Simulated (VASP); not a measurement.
# Band gap of GaSb at several levels of theory, part 3 of 3

Aim: the gap of GaSb on one structure at many levels of theory. The starting structure is a measured crystal structure from the Crystallography Open Database. Cell and atoms stay as given. Meshes and data sets differ where the inputs say so.

VASP 6.6.1.

Results so far: LDA no gap; PBE 0.034 eV; r2SCAN 0.449 eV; TB-mBJ 0.870 eV; LDA + spin-orbit coupling no gap; r2SCAN + spin-orbit coupling 0.230 eV; TB-mBJ + spin-orbit coupling 0.658 eV.

The database entry behind the starting cell differs from later determinations by our own check (about 0.4 % long), so it need not match the best structure at ambient conditions.

### 9. Bands with HSE06

Level of this step: HSE06; plane waves and PAW (Sb, Ga_d) (VASP).

HSE06 mixes in a quarter of exact exchange at short range, at far higher cost; in semiconductors this cures much of the gap error, while metals seldom gain. This run uses a 4×4×4 mesh. Its starting orbitals come from a semilocal run on the same mesh, not shown.

The input, INCAR:

```
SYSTEM = GaSb
PREC = Accurate
ENCUT = 350
EDIFF = 1E-06
NELM = 100
ISMEAR = 0
SIGMA = 0.03
LREAL = .FALSE.
ALGO = Normal
LHFCALC = .TRUE.
AEXX = 0.25
GGA = PE
HFSCREEN = 0.2
LASPH = .TRUE.
NBANDS = 15
PRECFOCK = Fast
LORBIT = 11
LWAVE = .FALSE.
LCHARG = .FALSE.
KPAR = 4
```

The input, POSCAR:

```
GaSb
1.0
    0.0000000000      3.0590000000      3.0590000000
    3.0590000000      0.0000000000      3.0590000000
    3.0590000000      3.0590000000      0.0000000000
Sb Ga
1 1
Direct
    0.7500000000      0.7500000000      0.7500000000
    0.0000000000      0.0000000000      0.0000000000
```

The input, KPOINTS:

```
Automatic mesh
0
Gamma
4 4 4
0 0 0
```

The input, KPOINTS_OPT:

```
Line mode
10
Line-mode
Reciprocal
  0.00000000   0.00000000   0.00000000 GAMMA
  0.50000000   0.00000000   0.50000000 X

  0.50000000   0.00000000   0.50000000 X
  0.50000000   0.25000000   0.75000000 W

  0.50000000   0.25000000   0.75000000 W
  0.37500000   0.37500000   0.75000000 K

  0.37500000   0.37500000   0.75000000 K
  0.00000000   0.00000000   0.00000000 GAMMA

  0.00000000   0.00000000   0.00000000 GAMMA
  0.50000000   0.50000000   0.50000000 L

  0.50000000   0.50000000   0.50000000 L
  0.62500000   0.25000000   0.62500000 U

  0.62500000   0.25000000   0.62500000 U
  0.50000000   0.25000000   0.75000000 W

  0.50000000   0.25000000   0.75000000 W
  0.50000000   0.50000000   0.50000000 L

  0.50000000   0.50000000   0.50000000 L
  0.37500000   0.37500000   0.75000000 K

  0.62500000   0.25000000   0.62500000 U
  0.50000000   0.00000000   0.50000000 X
```

PAW data sets: Sb and Ga_d (PBE family, release 64).

Command:

```console
$ mpirun -np 4 vasp_std
```

Numbers of over 12 decimals in the logs are rounded to 6 here.

What it wrote:

```text
[banner, memory and clock lines left out]
running    4 mpi-ranks, on    1 nodes
[...]
LDA part: xc-table for (Slater+PW92), standard interpolation
 found WAVECAR, reading the header
 POSCAR, INCAR and KPOINTS ok, starting setup
[...]
reading WAVECAR
 the WAVECAR file was read successfully
 initial charge from wavefunction
 entering main loop
       N       E                     dE             d eps       ncg     rms          rms(c)
DAV:   1    -0.880632832055E+01   -0.88063E+01   -0.29847E+00   328   0.201E+01    0.185E+01
DAV:   2    -0.881322718722E+01   -0.68989E-02   -0.95754E-02   352   0.368E+00    0.127E+01
DAV:   3    -0.880832489402E+01    0.49023E-02   -0.90384E-03   311   0.149E+00    0.767E+00
DAV:   4    -0.880696589774E+01    0.13590E-02   -0.12692E-03   296   0.408E-01    0.458E+00
DAV:   5    -0.880659669735E+01    0.36920E-03   -0.34180E-04   268   0.140E-01    0.272E+00
DAV:   6    -0.880649819483E+01    0.98503E-04   -0.77543E-05   275   0.678E-02    0.161E+00
[...]
DAV:   8    -0.880646081385E+01    0.84012E-05   -0.49827E-06   268   0.172E-02    0.561E-01
DAV:   9    -0.880645994143E+01    0.87242E-06   -0.19190E-06   289   0.894E-03
   1 F= -.88064599E+01 E0= -.88064599E+01  d E =-.969339E-16
 Start KPOINTS_OPT (optional k-point list driver)
k-point batch [1-8\100]
       N       E                     dE             ncg
DAV:   1    -0.240449236104E+03   -0.16784E+04      240
DAV:   2    -0.987413378703E+03   -0.74696E+03      254
DAV:   3    -0.104690746792E+04   -0.59494E+02      296
DAV:   4    -0.104844590073E+04   -0.15384E+01      304
DAV:   5    -0.104847793141E+04   -0.32031E-01      342
DAV:   6    -0.104847892671E+04   -0.99530E-03      349
DAV:   7    -0.104847893749E+04   -0.10774E-04      327
DAV:   8    -0.104847893766E+04   -0.17185E-06      246
[...]
k-point batch [97-100\100]
       N       E                     dE             ncg
DAV:   1     0.192486304050E+04   -0.22001E+04      120
DAV:   2     0.157821597478E+04   -0.34665E+03      120
DAV:   3     0.155511210450E+04   -0.23104E+02      148
DAV:   4     0.155466205611E+04   -0.45005E+00      177
DAV:   5     0.155465107833E+04   -0.10978E-01      193
DAV:   6     0.155465096578E+04   -0.11255E-03      184
DAV:   7     0.155465096386E+04   -0.19193E-05      184
DAV:   8     0.155465096381E+04   -0.53388E-07      144
```

Elapsed: 6.1 min, on 4 MPI ranks of Intel Xeon Platinum 8488C (Sapphire Rapids), shared host; peak memory 1.1 GiB.

OUTCAR, selected parts (step 9):

```text
 POSITION                                       TOTAL-FORCE (eV/Angst)
 -----------------------------------------------------------------------------------
      4.58850      4.58850      4.58850        -0.000000     -0.000000     -0.000000
      0.00000      0.00000      0.00000         0.000000      0.000000      0.000000
 -----------------------------------------------------------------------------------
    total drift:                               -0.000016     -0.000029     -0.000024

  FREE ENERGIE OF THE ION-ELECTRON SYSTEM (eV)
  ---------------------------------------------------
  free  energy   TOTEN  =        -8.8064599414 eV

  energy  without entropy=       -8.8064599414  energy(sigma->0) =       -8.80645994

[... 1 part as in an earlier step ...]

[... 2 further parts left out ...]
[key lines of the parts left out:]
E-fermi :   4.6317
```

HSE06 gives a direct gap of 0.917 eV.

### 10. Bands with PBE0

PBE0 keeps a quarter of exact exchange at all ranges; it tends to overshoot small gaps. This run uses a 4×4×4 mesh. It starts from the orbitals of an earlier run, not shown.

INCAR: that of step 9 with these lines changed.

```diff
@@ -12,3 +12,2 @@
 GGA = PE
-HFSCREEN = 0.2
 LASPH = .TRUE.
@@ -16,2 +15,3 @@
 PRECFOCK = Fast
+HFRCUT = -1
 LORBIT = 11
```

POSCAR is that of step 9.

KPOINTS is that of step 9.

KPOINTS_OPT is that of step 9.

Command:

```console
$ mpirun -np 4 vasp_std
```

What it wrote:

```text
[banner, memory and clock lines left out]
running    4 mpi-ranks, on    1 nodes
[...]
LDA part: xc-table for (Slater+PW92), standard interpolation
 found WAVECAR, reading the header
 POSCAR, INCAR and KPOINTS ok, starting setup
[...]
HFRCUT set to (new)   9.563568
 reading WAVECAR
 the WAVECAR file was read successfully
 initial charge from wavefunction
 entering main loop
       N       E                     dE             d eps       ncg     rms          rms(c)
DAV:   1    -0.963554634493E+01   -0.96355E+01   -0.29862E+00   328   0.197E+01    0.190E+01
DAV:   2    -0.966220606636E+01   -0.26660E-01   -0.98488E-02   353   0.347E+00    0.133E+01
DAV:   3    -0.965782585359E+01    0.43802E-02   -0.93976E-03   303   0.150E+00    0.811E+00
DAV:   4    -0.965641499622E+01    0.14109E-02   -0.12480E-03   296   0.421E-01    0.484E+00
[...]
DAV:   8    -0.965586498956E+01    0.83397E-05   -0.54496E-06   268   0.190E-02    0.600E-01
DAV:   9    -0.965586385410E+01    0.11355E-05   -0.20912E-06   282   0.959E-03    0.354E-01
DAV:  10    -0.965586468306E+01   -0.82896E-06   -0.72043E-07   225   0.512E-03
   1 F= -.96558647E+01 E0= -.96558647E+01  d E =-.268143E-24
 Start KPOINTS_OPT (optional k-point list driver)
k-point batch [1-8\100]
       N       E                     dE             ncg
DAV:   1    -0.266251707287E+03   -0.17042E+04      240
DAV:   2    -0.103988331407E+04   -0.77363E+03      254
DAV:   3    -0.110142599553E+04   -0.61543E+02      296
DAV:   4    -0.110295545317E+04   -0.15295E+01      304
DAV:   5    -0.110298879736E+04   -0.33344E-01      342
DAV:   6    -0.110298993571E+04   -0.11384E-02      349
DAV:   7    -0.110298994843E+04   -0.12713E-04      335
DAV:   8    -0.110298994862E+04   -0.19671E-06      246
[...]
k-point batch [97-100\100]
       N       E                     dE             ncg
DAV:   1     0.190599473483E+04   -0.22190E+04      120
DAV:   2     0.155029108436E+04   -0.35570E+03      120
DAV:   3     0.152669718927E+04   -0.23594E+02      148
DAV:   4     0.152623369149E+04   -0.46350E+00      177
DAV:   5     0.152622231346E+04   -0.11378E-01      193
DAV:   6     0.152622219621E+04   -0.11725E-03      184
DAV:   7     0.152622219411E+04   -0.21012E-05      184
DAV:   8     0.152622219405E+04   -0.60010E-07      144
```

It took 5.9 min on 4 MPI ranks; peak memory 0.71 GiB.

From OUTCAR (step 10):

```text
 POSITION                                       TOTAL-FORCE (eV/Angst)
 -----------------------------------------------------------------------------------
      4.58850      4.58850      4.58850        -0.000000     -0.000000     -0.000000
      0.00000      0.00000      0.00000         0.000000      0.000000      0.000000
 -----------------------------------------------------------------------------------
    total drift:                                0.000031     -0.000002      0.000011

  FREE ENERGIE OF THE ION-ELECTRON SYSTEM (eV)
  ---------------------------------------------------
  free  energy   TOTEN  =        -9.6558646831 eV

  energy  without entropy=       -9.6558646831  energy(sigma->0) =       -9.65586468

[... 2 parts as in an earlier step ...]

[... 1 further part left out ...]
[key lines of the parts left out:]
E-fermi :   4.3581
```

PBE0 gives a direct gap of 1.557 eV.

### 11. All runs side by side

| level | gap (eV) | least direct gap (eV) | mesh | core minutes |
| --- | --- | --- | --- | --- |
| LDA | none | - | 6×6×6 | 1.09 |
| PBE | 0.034 | 0.034 | 6×6×6 | 1.25 |
| r2SCAN | 0.449 | 0.449 | 6×6×6 | 3.53 |
| TB-mBJ | 0.87 | 0.87 | 6×6×6 | 3.33 |
| LDA + spin-orbit coupling | none | - | 6×6×6 | 4.13 |
| r2SCAN + spin-orbit coupling | 0.23 | 0.23 | 6×6×6 | 16.6 |
| TB-mBJ + spin-orbit coupling | 0.658 | 0.658 | 6×6×6 | 7.27 |
| HSE06 | 0.917 | 0.917 | 4×4×4 | 24.3 |
| PBE0 | 1.557 | 1.557 | 4×4×4 | 23.5 |

Core minutes are wall time times ranks of the run shown, on a shared host.

### 12. Results

* gap, LDA: no gap
* gap, PBE: 0.034 eV
* gap, r2SCAN: 0.449 eV
* gap, TB-mBJ: 0.870 eV
* gap, LDA + spin-orbit coupling: no gap
* gap, r2SCAN + spin-orbit coupling: 0.230 eV
* gap, TB-mBJ + spin-orbit coupling: 0.658 eV
* gap, HSE06: 0.917 eV
* gap, PBE0: 1.557 eV

**Reading.** Without spin-orbit coupling the gap of GaSb runs from 0.034 eV (PBE) to 1.557 eV (PBE0), while LDA gives none. HSE06 gives +0.88 eV from PBE, on another mesh, which alone can move a gap by some hundredths of an eV. TB-mBJ lies -0.05 eV from HSE06, on another mesh, which alone can move a gap by some hundredths of an eV. Spin-orbit coupling changes the r2SCAN gap by -0.219 eV. Spin-orbit coupling changes the TB-mBJ gap by -0.212 eV. Where a semilocal level gives no gap or a very small one, its bands may be inverted, and differences from it then say little. These are gaps between Kohn-Sham or generalised Kohn-Sham levels of a static lattice, without excitons or temperature. Further runs on this material are not shown.

[Lines on the potential files, build, host, timing and source positions are cut from VASP's logs without a mark.]

[Logs are printed without paths, hosts, clocks, repeated set-up lines and the standing remarks that a program may print on its own settings, such as how far it seeks lower states.]

[Hosts, paths, dates, database ids (printed as entryN), source tags and the programs' standing remarks are cut or masked in the printed files.]
